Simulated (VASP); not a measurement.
MgCd2S3:

```
Mg Cd S
1.0
     4.34318    0.00000    0.00000
    -2.17159    3.76131    0.00000
     0.00000    0.00000    7.97666
Mg Cd S
1 2 3
Direct
  0.00000 0.00000 0.00000
  0.00000 0.00000 0.65254
  0.00000 0.00000 0.34746
  0.50000 0.00000 0.00000
  0.00000 0.50000 0.00000
  0.50000 0.50000 0.00000
```

The cell was built by a generator and needn't be a form met in nature.

| Property | Result |
| --- | --- |
| Program | VASP 6.6.1 |
| Task | relaxation of cell and atoms |
| Functional | PBE |
| Potentials or basis | VASP PAW PBE potentials, release 64 (Mg, Cd, S) |
| Cutoff | 520 eV |
| k mesh | 4 × 4 × 2 |
| Occupations | gaussian, width 0.15 eV |
| Spin | no spin polarisation |

At the start: pressure 32.5 GPa; volume 21.72 Å³/atom.

Task: Where does the relaxation end?

Result: Over 9 steps the energy falls by 1041.5 meV/atom and the volume is 35.25 Å³/atom (+62.3 %); space group P6/mmm (No. 191, to 0.05 Å).

The path:
```
step  energy change (eV)  largest force (eV/Å)  pressure (GPa)  volume (Å³)
   1              0.0000                2.1824           32.51       130.31
   2             -5.8832                0.2250           -2.41       230.64
   3             -6.1524                0.4734            0.80       201.21
   4             -6.1576                0.4287            0.43       204.96
   5             -6.1552                0.4112           -0.05       206.67
   6             -6.2081                0.1939           -0.14       209.05
   7             -6.2440                0.0051           -0.14       212.54
   8             -6.2482                0.0510           -0.26       214.06
   9             -6.2488                0.0165            0.03       211.52
```

Final structure:
```cif
data_structure
_symmetry_space_group_name_H-M 'P 1'
_symmetry_Int_Tables_number 1
_cell_length_a 5.1878
_cell_length_b 5.1878
_cell_length_c 9.0752
_cell_angle_alpha 90.000
_cell_angle_beta 90.000
_cell_angle_gamma 120.000
_cell_volume 211.52
loop_
_atom_site_label
_atom_site_type_symbol
_atom_site_fract_x
_atom_site_fract_y
_atom_site_fract_z
_atom_site_occupancy
Mg1 Mg 0.00000 0.00000 0.00000 1
Cd1 Cd 0.00000 0.00000 0.67043 1
Cd2 Cd 0.00000 0.00000 0.32957 1
S1 S 0.50000 0.00000 0.00000 1
S2 S 0.00000 0.50000 0.00000 1
S3 S 0.50000 0.50000 0.00000 1
```

Caveat: the k mesh is coarse (spacing up to 0.42 Å⁻¹), so the values aren't converged; the volume moved by over 15 % at a fixed basis, so the end points are rough; the relaxation stopped at a loose force limit of 0.08 eV/Å, so its end isn't a converged minimum.
